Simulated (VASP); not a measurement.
Energy against volume of MgB2 (AlB2 type). Level of theory: MS2 meta-GGA, VASP's PBE PAW potentials (set 64) (plane waves; VASP 6.6.1). Run with 520 eV cut-off, 11×11×9 Γ-centred mesh, first-order Methfessel-Paxton smearing of 0.10 eV, potentials Mg B.

Shape and ions are relaxed at each volume.

```
V (Å³/atom)  E (eV/atom)
-----------  -----------
9.166           -7.35152
9.450           -7.35605
9.733           -7.35271
10.017          -7.34266
```

### Question
Fit these four points and predict the energy of the run at 8.883 Å³/atom.

### Answer
A cubic in V^(−2/3), the third-order Birch-Murnaghan form, passes through the four points with V0 = 9.46 Å³/atom and B0 = 147 GPa, and gives -7.3377 eV/atom there. The run gave -7.3378 eV/atom, -0.1 meV/atom from the fit; all five points give B0 = 147 GPa.

The compound is MgB2 in the AlB2 type structure. It was relaxed first.
